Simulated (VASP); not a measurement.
OSZICAR of a VASP run on NaF (rock salt):

OSZICAR:
```
       N       E                     dE             d eps       ncg     rms          rms(c)
DAV:   1     0.118742882333E+03    0.11874E+03   -0.91148E+03  1040   0.176E+03
DAV:   2    -0.915473049482E+01   -0.12790E+03   -0.11962E+03  1118   0.410E+02
DAV:   3    -0.160232371106E+02   -0.68685E+01   -0.68486E+01  1181   0.962E+01
DAV:   4    -0.160970086778E+02   -0.73772E-01   -0.73755E-01  1157   0.105E+01
DAV:   5    -0.160979095793E+02   -0.90090E-03   -0.90089E-03  1184   0.119E+00    0.480E+00
DAV:   6    -0.127130019413E+02    0.33849E+01   -0.15023E+00  1348   0.182E+01    0.160E+00
DAV:   7    -0.126450812834E+02    0.67921E-01   -0.10124E+00  1040   0.140E+01    0.170E+00
DAV:   8    -0.128978856370E+02   -0.25280E+00   -0.40406E-01  1034   0.983E+00    0.640E-01
DAV:   9    -0.123388917887E+02    0.55899E+00   -0.17486E-01  1034   0.503E+00    0.901E-01
DAV:  10    -0.126192188859E+02   -0.28033E+00   -0.26260E-01  1034   0.626E+00    0.281E-01
DAV:  11    -0.126203755128E+02   -0.11566E-02   -0.61975E-03  1190   0.967E-01    0.332E-01
DAV:  12    -0.126044726319E+02    0.15903E-01   -0.78053E-03  1034   0.162E+00    0.105E-01
DAV:  13    -0.126059895859E+02   -0.15170E-02   -0.14258E-03  1094   0.517E-01    0.187E-02
DAV:  14    -0.126062897647E+02   -0.30018E-03   -0.13531E-04  1052   0.179E-01    0.288E-02
DAV:  15    -0.126062080441E+02    0.81721E-04   -0.23527E-04  1061   0.204E-01    0.106E-02
DAV:  16    -0.126063024629E+02   -0.94419E-04   -0.54703E-05  1058   0.109E-01    0.274E-03
DAV:  17    -0.126063023645E+02    0.98363E-07   -0.18358E-06  1169   0.214E-02    0.102E-03
DAV:  18    -0.126062991464E+02    0.32182E-05   -0.17862E-07  1118   0.671E-03    0.111E-03
DAV:  19    -0.126062987403E+02    0.40609E-06   -0.73571E-07  1061   0.142E-02    0.599E-04
DAV:  20    -0.126062985608E+02    0.17944E-06   -0.29801E-08   763   0.250E-03    0.390E-04
DAV:  21    -0.126062987910E+02   -0.23015E-06   -0.31411E-09   574   0.828E-04    0.218E-04
DAV:  22    -0.126062989001E+02   -0.10914E-06   -0.16535E-09   556   0.509E-04    0.796E-05
DAV:  23    -0.126062989593E+02   -0.59160E-07   -0.25650E-10   544   0.232E-04
   1 F= -.12606299E+02 E0= -.12606299E+02  d E =-.902706E-12
```

Which electronic solver shows in the log?

It is blocked Davidson (ALGO = Normal, or the opening steps of other solvers). The INCAR had ALGO = Normal.

Can the final energy be trusted as converged?

Self-consistency was reached. It stopped with EDIFF = 1E-7, NELM = 100 (r2SCAN meta-GGA, plane waves, VASP's PBE PAW potentials (set 64)).

The compound is NaF in the rock salt structure. It was relaxed first.
